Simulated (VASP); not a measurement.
Data:

```
CELL_PARAMETERS angstrom
      4.10825     0.00000     0.00000
      0.00000     4.10825     0.00000
      0.00000     0.00000     4.10825
ATOMIC_POSITIONS crystal
  K  0.00000 0.00000 0.00000
  Mg 0.50000 0.50000 0.50000
  F  0.50000 0.00000 0.50000
  F  0.00000 0.50000 0.50000
  F  0.50000 0.50000 0.00000
```

Level of theory: revPBE GGA, VASP's PBE PAW potentials (set 64) (plane waves; VASP 6.6.1). Settings: 520 eV cut-off, Gaussian smearing of 0.050 eV, potentials K_sv Mg F.

Question: What does the run give for the band gap (along the path) with the smallest direct gap where there is one?

Answer: 
```
Property                                Value
------------------------------------  -------
band gap (along the path)             6.90 eV
smallest direct gap (along the path)  7.22 eV
```

The compound is KMgF3 in the cubic perovskite structure. It was relaxed first, which changed the volume by +9 %.
